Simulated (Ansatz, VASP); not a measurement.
# BN: VASP beside Ansatz, part 2 of 3

Wanted: the spread between two codes on one cell, functional and k mesh. The cell is taken from a series of runs on this material, whose earlier steps may have relaxed, scaled, displaced or heated it; both programs get it as it stands.

VASP 6.6.1 and Ansatz 0.2.0.

So far: The starting structure; VASP: zone-centre phonons, PBE with D3(BJ), pair 1.

## 3. Ansatz: zone-centre phonons, PBE with D3(BJ), pair 1

Level of this step: Ansatz beside VASP: Kohn-Sham DFT, plane waves, PBE with D3(BJ) (Ansatz).

Ansatz runs on its PAW soft_1 files.

The same cell, functional and mesh now go to Ansatz, which takes its cutoff from its data sets.

input.yaml reads:

```yaml
crystal:
  lattice:
    - [2.5070456122, 0.0, 0.0]
    - [-1.2535228061, 2.1711651886, 0.0]
    - [0.0, 0.0, 6.7403753499]
  atoms:
    - { symbol: B, position: [0.3333333333, 0.6666666667, 0.25] }
    - { symbol: B, position: [0.6666666667, 0.3333333333, 0.75] }
    - { symbol: "N", position: [0.3333333333, 0.6666666667, 0.75] }
    - { symbol: "N", position: [0.6666666667, 0.3333333333, 0.25] }
kpoints:
  mp_grid: { grid: [12, 12, 4] }
hamiltonian:
  xc: pbe
  dispersion: d3bj
  pseudopotentials: { kind: paw, azcp: { folder: soft_1 } }
scf:
  occupations: { method: fixed }
output:
  eigenvalues: true
phonons:
  method: dfpt
  dielectric: true
  rigid_motions: translations
```

Command:

```
> ansatz run input.yaml --threads 4 --pin off --max-ram 16384MiB --backend cpu --events-out ev --progress --plain --runs-dir out
```

Numbers of over 12 decimals in the logs are rounded to 6 here.

Output:

```text
Engine: ansatz 0.2.0, x86_64-unknown-linux-gnu
Pseudopotentials: kind: paw
Pseudopotential: B, paw, valence charge 3, recommended cutoff 420 eV (normal), soft_1/B.paw.azcp
Pseudopotential: N, paw, valence charge 5, recommended cutoff 420 eV (normal), soft_1/N.paw.azcp
Functional definition: PBE
  parameter kappa = 0.804
  parameter beta = 0.066725
  exchange = pbe_x(kappa = kappa, mu = beta*pi^2/3)
  correlation = pbe_c(beta = beta)
Crystal: 4 atoms, lattice volume = 36.689 Å³
Basis set: ecut = 420 eV, 713 PW (Γ), exchange–correlation on 36×36×96 points (8 copies of the dense FFT grid, shifted against one another)
Bands: 12, of which v1, the nominal top of the filled ones, is band 8 counted from 1 (7 counted from 0)
Symmetry: 24 space group operations
k-points: 164 of 576 (irreducible under 2 space group operations, time reversal used)
Non-local potential: B, projectors of the file, l = 0: 2, l = 1: 2, l = 2: 1
Non-local potential: N, projectors of the file, l = 0: 2, l = 1: 2, l = 2: 1
PAW form: soft (Blöchl's): semilocal exchange-correlation on the pseudo side does not see the compensation charge
PAW one-centre angular grid: B, 110 points (default); XC on 64 Gauss nodes
PAW one-centre angular grid: N, 110 points (default); XC on 64 Gauss nodes
Initial density: superposition of atomic densities (chi_scale 0.1, normalization cell, long waves kept (reshape's long-wave potential 0.01 eV rms))
Initial wavefunctions: pseudopotential atomic-orbital guess
Functional: x = pbe(κ = 0.804, μ = 0.219515), c = pbe(β = 0.066725)
SCF iter   1: F=—  HF=-1088.048698 eV  |F-HF|=—  |Δ(HF+E_count)|=         —  Δρ=1.44e-1  dr2=7.59e0  ethr=3.10e-3  ⟨swp⟩=4.8  Hψ=10496  notcnv=0  defer=262
preconditioner: auto → none  [insulator: Δε(μ)=5.815 eV  Ē_g=16.978 eV  n_scr=4 (ndim 8)  ℏωp=24.5 eV  f_vac=0.000  ε∞_Penn≈3.1]
SCF iter   2: F=—  HF=-1085.643023 eV  |F-HF|=—  |Δ(HF+E_count)|=    2.41e0  Δρ=6.88e-2  dr2=9.42e-1  ethr=3.10e-3  ⟨swp⟩=3.1  Hψ=5613  notcnv=0  defer=322
SCF iter   3: F=—  HF=-1085.397364 eV  |F-HF|=—  |Δ(HF+E_count)|=   2.46e-1  Δρ=2.29e-2  dr2=1.09e-1  ethr=3.10e-3  ⟨swp⟩=2.4  Hψ=4194  notcnv=0  defer=317
SCF iter   4: F=—  HF=-1085.385417 eV  |F-HF|=—  |Δ(HF+E_count)|=   1.19e-2  Δρ=8.27e-3  dr2=1.40e-2  ethr=6.81e-4  ⟨swp⟩=2.1  Hψ=2884  notcnv=0  defer=328
SCF iter   5: F=—  HF=-1085.385119 eV  |F-HF|=—  |Δ(HF+E_count)|=   2.98e-4  Δρ=1.21e-3  dr2=2.52e-4  ethr=8.74e-5  ⟨swp⟩=2.8  Hψ=3550  notcnv=0  defer=328
SCF iter   6: F=—  HF=-1085.385201 eV  |F-HF|=—  |Δ(HF+E_count)|=   8.25e-5  Δρ=1.46e-4  dr2=5.00e-6  ethr=1.58e-6  ⟨swp⟩=2.6  Hψ=3429  notcnv=0  defer=326
SCF iter   7: F=—  HF=-1085.385202 eV  |F-HF|=—  |Δ(HF+E_count)|=   1.06e-6  Δρ=8.17e-6  dr2=1.64e-8  ethr=3.13e-8  ⟨swp⟩=2.9  Hψ=3294  notcnv=0  defer=34
SCF iter   8: F=—  HF=-1085.385203 eV  |F-HF|=—  |Δ(HF+E_count)|=   1.57e-7  Δρ=7.42e-7  dr2=1.52e-10  ethr=1.02e-10  ⟨swp⟩=2.1  Hψ=3169  notcnv=0  defer=3
SCF iter   9: F=-1085.385203 eV  HF=-1085.385203 eV  |F-HF|=6.82e-13  |Δ(HF+E_count)|=  2.77e-11  Δρ=3.22e-8  dr2=1.73e-13  ethr=1.00e-12  ⟨swp⟩=8.0  Hψ=12290  notcnv=0
SCF 1 converged in 9 iterations: F = -1085.385203 eV  dr2 = 1.73e-13
  greatest PAW one-centre occupation: 0.799 electrons in one spin orbital (limit 2), on the N atom at site 3 (counted from 0), in its partial waves of l = 0
DFPT response loops at Γ: preconditioner auto → Resta (q_TF=auto, 2.376 Å⁻¹)  ε∞=3.7 (no band partly filled); β = 1.00, the filter's whole step (`scf.mixing.beta` (0.50) is not read by the response loops at its default; to damp them type it under 1.00, their step now; it binds the ground state too); Broyden in place of MSR1
SCF converged after 9 iterations
Free energy (F): -1085.385203 eV
Harris-Foulkes:  -1085.385203 eV  (|F-HF|=6.82e-13)
Internal energy: -1085.385203 eV  (E = F + TS)
E sigma→0 (E₀):  -1085.385203 eV
Fermi energy:    4.560721 eV
--- Per-component energies (eV) ---
  E_band       = -40.761041
  E_kinetic    = 362.545578
  E_local      = -674.132076  (includes V_loc(G=0)·N_el)
  E_nonlocal   = 86.164135
  E_hartree    = 229.506461
  E_xc         = -183.916753
  E_vxc        = -226.830289  (∫ρ·V_xc dr)
  E_paw        = -414.025532  (= ΣΔE_a)
  E_vpaw       = -47.523222  (= ΣTr[D̂ρ^β])
  E_aug_tail   = 0.001908  (compensation charges beyond the density's cutoff)
  E_ewald      = -490.975830
  E_disp       = -0.553094  (pairwise vdW)
  E_smearing   = -0.000000  (= −TS)
  E_closure    = -0.000000  (closes the sum)
  Σ components = -1085.385203   (vs F -1085.385203, Δ=0.00e0)
--- Band table (eV; the first three rows and the last of 164) ---
  k-point 0: bands = [... 4 lower, 3.2285, 3.2285, 3.2599, 3.2599, 9.7329, 14.6915, 16.1099, 16.1099]
  k-point 1: bands = [... 4 lower, 3.2333, 3.2333, 3.2551, 3.2551, 10.4013, 13.7837, 16.1256, 16.1256]
  k-point 2: bands = [... 4 lower, 3.2443, 3.2443, 3.2443, 3.2443, 12.0116, 12.0116, 16.1641, 16.1641]
  k-point 163: bands = [... 4 lower, -1.2894, -1.2894, 3.4378, 3.4378, 10.2504, 10.2504, 16.5637, 16.5637]
--- Phonons (Γ-DFPT): 4 representative perturbations + reference, on 164 of 576 k-points (Σ response iterations 12) ---
  k mesh reduced under 2 symmetry operations, with k and −k counted as one. Each operation leaves every solved perturbation unchanged. A smaller set is not considered because the run solves the response to a homogeneous field
  ASR residual: 3.452e-5 → 0.000e0 eV/Å²; symmetrization residual: 6.537e-7 eV/Å²
  pairwise dispersion correction: d3bj (s6 = 1.0, s8 = 0.7875, a1 = 0.4289, a2_bohr = 4.4407), with the weights of each atom's references fixed at the reference crystal's, and the forces and stress that the weights' published response gives there kept as a pressure on the atom's counted neighbours (hamiltonian.dispersion)
  ASR residual per site (eV/Å²): 3.45e-5 3.45e-5 7.24e-6 7.24e-6
  Γ frequencies (cm⁻¹): 0.00 0.00 0.00 41.97 41.97 105.06 748.03 796.18 1351.86 1351.86 1351.95 1351.95
  ε∞ (high-frequency dielectric tensor):
        4.701352     0.000000     0.000000
        0.000000     4.701352     0.000000
        0.000000     0.000000     2.625758
  ε⁰ (static dielectric tensor: ions relaxed, cell fixed):
        6.475916     0.000000    -0.000000
        0.000000     6.475916    -0.000000
       -0.000000    -0.000000     3.028806
  ε⁰ − ε∞ (ionic part):
        1.774563     0.000000    -0.000000
        0.000000     1.774563    -0.000000
       -0.000000    -0.000000     0.403048
  softest optical mode at Γ: 41.97 cm⁻¹; the repairs (sum rule, projections) moved no ω² at Γ by more than (1.03 cm⁻¹)²
  Born effective charges Z* (e; rows j = field, columns β = displacement):
    site 0:
         2.71619    0.00000    0.00000
         0.00000    2.71619    0.00000
         0.00000    0.00000    0.71622
    site 1:
         2.71619    0.00000    0.00000
         0.00000    2.71619    0.00000
         0.00000    0.00000    0.71622
    site 2:
        -2.71619   -0.00000    0.00000
         0.00000   -2.71619    0.00000
         0.00000    0.00000   -0.71622
    site 3:
        -2.71619    0.00000    0.00000
         0.00000   -2.71619    0.00000
         0.00000    0.00000   -0.71622
  Z* charge neutrality: 2.021e-5 e pre-enforcement
  k-mesh period / interband length: 30.1 Å / 1.34 Å = 22.53 at k = (0.0000, -0.5000, 0.2500), direct gap 4.969 eV — 14 or more, which is no proof of convergence
  optical modes at Γ without the LO–TO term, one row a degenerate level:
      ω (cm⁻¹)  modes    IR ((D/Å)²/amu)
         41.97      2             0.0000
        105.06      1             0.0000
        748.03      1             3.8794
[...]
optical modes at Γ + LO–TO along q̂ = [1.0000, 0.0000, 0.0000]:
      ω (cm⁻¹)  modes    IR ((D/Å)²/amu)
[...]
optical modes at Γ + LO–TO along q̂ = [0.0000, 1.0000, 0.0000]:
      ω (cm⁻¹)  modes    IR ((D/Å)²/amu)
[...]
1351.95      1            55.7943
       1586.71      1            55.7943
  optical modes at Γ + LO–TO along q̂ = [0.0000, 0.0000, 1.0000]:
      ω (cm⁻¹)  modes    IR ((D/Å)²/amu)
         41.97      2             0.0000
        105.06      1             0.0000
        796.18      1             0.0000
        803.39      1             3.8794
       1351.86      2             0.0000
       1351.95      2           111.5886
```

## 4. Differences

Known differences besides the potentials themselves: fixed occupations in Ansatz, narrow Gaussian smearing in VASP; the cutoff is 420 eV in Ansatz and 600 eV in VASP; Ansatz takes the dispersion share of the force constants at frozen C6 weights, VASP differentiates the full forces; VASP uses finite displacements, Ansatz perturbation theory. Total energies have different zeros and are not compared.

The two programs side by side:

```csv
quantity,Ansatz,VASP,difference
optical mode 1 to 2 (cm⁻¹),42.0,40.7,+1.3
optical mode 3 (cm⁻¹),105.1,105.9,-0.82 %
optical mode 4 (cm⁻¹),748.0,748.4,-0.06 %
optical mode 5 (cm⁻¹),796.2,797.0,-0.10 %
optical mode 6 to 9 (cm⁻¹),1351.9,1351.5,+0.02 %
```

Modes are paired by rising frequency, not by their patterns, so a pair may set unlike modes beside each other; they are those without the splitting of longitudinal modes.

## 5. Ansatz: zone-centre phonons, PBE with D3(BJ), pair 2

Second derivatives magnify differences that forces hide, and they need a tight electronic threshold. The cell compared in this pair holds 37.41 Å³, against 36.69 Å³ for the pair before.

The cell is taken from a series of runs on this material, whose earlier steps may have relaxed, scaled, displaced or heated it; both programs get it as it stands.

Changes to input.yaml since step 3:

```diff
@@ -2,5 +2,5 @@
   lattice:
-    - [2.5070456122, 0.0, 0.0]
-    - [-1.2535228061, 2.1711651886, 0.0]
-    - [0.0, 0.0, 6.7403753499]
+    - [2.5080857795, 0.0, 0.0]
+    - [-1.2540428898, 2.1720659999, 0.0]
+    - [0.0, 0.0, 6.8668403185]
   atoms:
```

Output:

```text
[...]
Crystal: 4 atoms, lattice volume = 37.409 Å³
Basis set: ecut = 420 eV, 737 PW (Γ), exchange–correlation on 36×36×96 points (8 copies of the dense FFT grid, shifted against one another)
Bands: 12, of which v1, the nominal top of the filled ones, is band 8 counted from 1 (7 counted from 0)
Symmetry: 24 space group operations
k-points: 164 of 576 (irreducible under 2 space group operations, time reversal used)
[...]
optical modes at Γ + LO–TO along q̂ = [1.0000, 0.0000, 0.0000]:
      ω (cm⁻¹)  modes    IR ((D/Å)²/amu)
[...]
optical modes at Γ + LO–TO along q̂ = [0.0000, 1.0000, 0.0000]:
      ω (cm⁻¹)  modes    IR ((D/Å)²/amu)
[...]
optical modes at Γ + LO–TO along q̂ = [0.0000, 0.0000, 1.0000]:
      ω (cm⁻¹)  modes    IR ((D/Å)²/amu)
[...]
796.73      1             0.0000
        802.93      1             3.5341
       1349.65      2             0.0000
       1349.77      2           111.5667
[key lines of the parts left out:]
SCF converged after 9 iterations
Free energy (F): -1085.382075 eV
Fermi energy:    4.364512 eV
```

## 6. VASP: zone-centre phonons, PBE with D3(BJ), pair 2

The same cell, functional and mesh now go to VASP, with its own data sets.

INCAR reads:

```
SYSTEM = BN
PREC = Accurate
ENCUT = 600
EDIFF = 1E-08
NELM = 120
ISMEAR = 0
SIGMA = 0.01
LREAL = .FALSE.
ALGO = Normal
GGA = PE
IVDW = 12
NBANDS = 14
LORBIT = 11
LWAVE = .FALSE.
LCHARG = .FALSE.
ISIF = 2
IBRION = 6
NFREE = 2
POTIM = 0.015
NSW = 1
LASPH = .TRUE.
GGA_COMPAT = .FALSE.
EFERMI = MIDGAP
KPAR = 2
```

POSCAR reads:

```
BN
1.0
    2.5080857795      0.0000000000      0.0000000000
   -1.2540428898      2.1720659999      0.0000000000
    0.0000000000      0.0000000000      6.8668403185
B N
2 2
Direct
    0.3333333333      0.6666666667      0.2500000000
    0.6666666667      0.3333333333      0.7500000000
    0.3333333333      0.6666666667      0.7500000000
    0.6666666667      0.3333333333      0.2500000000
```

KPOINTS reads:

```
Automatic mesh
0
Gamma
12 12 4
0 0 0
```

Potentials, in the order of the species: B and N (PBE family, release 64).

Command:

```
> mpirun -np 2 vasp_std
```

Output:

```text
[... set-up lines as in an earlier step ...]
 entering main loop
       N       E                     dE             d eps       ncg     rms          rms(c)
DAV:   1     0.657854880016E+02    0.65785E+02   -0.87926E+03  1596   0.118E+03
DAV:   2    -0.341348475983E+02   -0.99920E+02   -0.90311E+02  2242   0.267E+02
DAV:   3    -0.387092670211E+02   -0.45744E+01   -0.45420E+01  2106   0.588E+01
DAV:   4    -0.387518458532E+02   -0.42579E-01   -0.42569E-01  1878   0.586E+00
[...]
DAV:  13    -0.351803041427E+02   -0.14138E-06   -0.13510E-06  2094   0.906E-03    0.100E-03
DAV:  14    -0.351803042583E+02   -0.11557E-06   -0.19806E-07  1674   0.345E-03    0.276E-04
DAV:  15    -0.351803042582E+02    0.13415E-09   -0.40568E-09  1656   0.544E-04
   1 F= -.35720390E+02 E0= -.35720390E+02  d E =0.000000E+00
[... from here on, the cycles between the ionic steps are left out ...]
   2 F= -.35715794E+02 E0= -.35715794E+02  d E =0.000000E+00
   3 F= -.35715794E+02 E0= -.35715794E+02  d E =0.000000E+00
   4 F= -.35718869E+02 E0= -.35718869E+02  d E =0.000000E+00
   5 F= -.35718869E+02 E0= -.35718869E+02  d E =0.000000E+00
   6 F= -.35715791E+02 E0= -.35715791E+02  d E =0.000000E+00
   7 F= -.35715791E+02 E0= -.35715791E+02  d E =0.000000E+00
   8 F= -.35718852E+02 E0= -.35718852E+02  d E =0.000000E+00
   9 F= -.35718852E+02 E0= -.35718852E+02  d E =0.000000E+00
 Finite differences progress:
  Degree of freedom:   4/  4
  Displacement:        2/  2
  Total:               8/  8
```

Parts of OUTCAR (step 6):

```text
 Edisp (eV)   -0.54009

 Edisp (eV)   -0.54009

  Total      -0.14867    -0.14867    -0.26494     0.00000     0.00000    -0.00000
  in kB      -6.36755    -6.36755   -11.34703     0.00000     0.00000    -0.00000
  external pressure =       -8.03 kB  Pullay stress =        0.00 kB

 POSITION                                       TOTAL-FORCE (eV/Angst)
 -----------------------------------------------------------------------------------
     -0.00000      1.44804      1.71671        -0.000000      0.000000      0.010366
      1.25404      0.72402      5.15013         0.000000     -0.000000     -0.200946
     -0.00000      1.44804      5.13513         0.000000      0.000000      0.205045
      1.25404      0.72402      1.71671        -0.000000      0.000000     -0.014465
 -----------------------------------------------------------------------------------
    total drift:                                0.000000     -0.000000      0.000040

  FREE ENERGIE OF THE ION-ELECTRON SYSTEM (eV)
  ---------------------------------------------------
  free  energy   TOTEN  =       -35.7188518537 eV

  energy  without entropy=      -35.7188518537  energy(sigma->0) =      -35.71885185

[... 1 part as in an earlier step ...]

[... 2 further parts left out ...]
[key lines of the parts left out:]
E-fermi :   4.1470
```

Levels, forces or a CONTCAR printed for this step are those of its last displaced cell, not of the structure at rest.

## 7. Side by side

Compared:

```
                  quantity  Ansatz    VASP  difference
optical mode 1 to 2 (cm⁻¹)    38.1    37.0        +1.1
     optical mode 3 (cm⁻¹)    92.1    92.8     -0.74 %
     optical mode 4 (cm⁻¹)   752.1   752.5     -0.06 %
     optical mode 5 (cm⁻¹)   796.7   797.5     -0.09 %
optical mode 6 to 9 (cm⁻¹)  1349.7  1349.4     +0.02 %
```

Modes are paired by rising frequency, not by their patterns, so a pair may set unlike modes beside each other; they are those without the splitting of longitudinal modes.

(Continued in part 3 of 3.)

[Lines on the potential files, build, host, timing and source positions are cut from VASP's logs without a mark.]

[Logs are printed without paths, hosts, clocks, repeated set-up lines and the standing remarks that a program may print on its own settings, such as how far it seeks lower states.]

[Hosts, paths, dates, database ids (printed as entryN), source tags and the programs' standing remarks are cut or masked in the printed files.]
